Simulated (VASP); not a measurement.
VASP ran on this input.

**POSCAR**
```
NaH
1
    0.0000000000     2.4400000000     2.4400000000
    2.4400000000     0.0000000000     2.4400000000
    2.4400000000     2.4400000000     0.0000000000
Na H
1 1
Direct
  0.0000000000   0.0000000000   0.0000000000
  0.5000000000   0.5000000000   0.5000000000
```

### KPOINTS
```
Automatic
0
G
 8 8 8
0 0 0
```

INCAR:
```
# general
SYSTEM = NaH
PREC   = Accurate
ENCUT  = 400   # plane-wave cut-off (eV)
LREAL  = F   # projection in real space or not
LASPH  = T   # aspherical one-centre terms
NBANDS = 5

# electronic loop
EDIFF  = 1E-6   # SCF stop (eV)
NELM   = 100
ALGO   = Normal

# smearing
ISMEAR = 0
SIGMA  = 0.05   # width (eV)

# functional
GGA    = PE   # PBE

# ions
ISIF   = 2

# output
LWAVE  = F
LCHARG = F
```

POTCAR, in this order: Na_pv H (PBE.64 set). Program: vasp_std.

### Question
Translate this PBE calculation to Quantum ESPRESSO's pw.x.

### Answer
One equivalent input (not run):
```
&CONTROL
  calculation = 'scf'
  pseudo_dir = './pseudo'
  outdir = './out'
  tprnfor = .true.
  tstress = .true.
/
&SYSTEM
  ibrav = 0
  nat = 2
  ntyp = 2
  ecutwfc = 88
  occupations = 'smearing'
  smearing = 'gaussian'
  degauss = 0.003675
  input_dft = 'pbe'
/
&ELECTRONS
  conv_thr = 7.3e-08
  electron_maxstep = 100
/
ATOMIC_SPECIES
  Na 22.990 Na.upf
  H 1.008 H.upf
CELL_PARAMETERS angstrom
     0.0000000    2.4400000    2.4400000
     2.4400000    0.0000000    2.4400000
     2.4400000    2.4400000    0.0000000
ATOMIC_POSITIONS crystal
  Na   0.0000000  0.0000000  0.0000000
  H    0.5000000  0.5000000  0.5000000
K_POINTS automatic
  8 8 8 0 0 0
```
The two are equivalent in intent, not identical: the potentials are each code's own (VASP's PAW set, PseudoDojo norm-conserving files in pw.x), so ENCUT and ecutwfc are chosen apart and not converted; conv_thr bounds pw.x's estimated SCF error, while EDIFF bounds the energy change between steps; the number of bands isn't carried over, since the valence differs with the files.

The compound is NaH in the rock salt structure. The cell was not relaxed at this level. The run is one of a series of settings (NBANDS = 5 against the base run), some of them coarse on purpose.
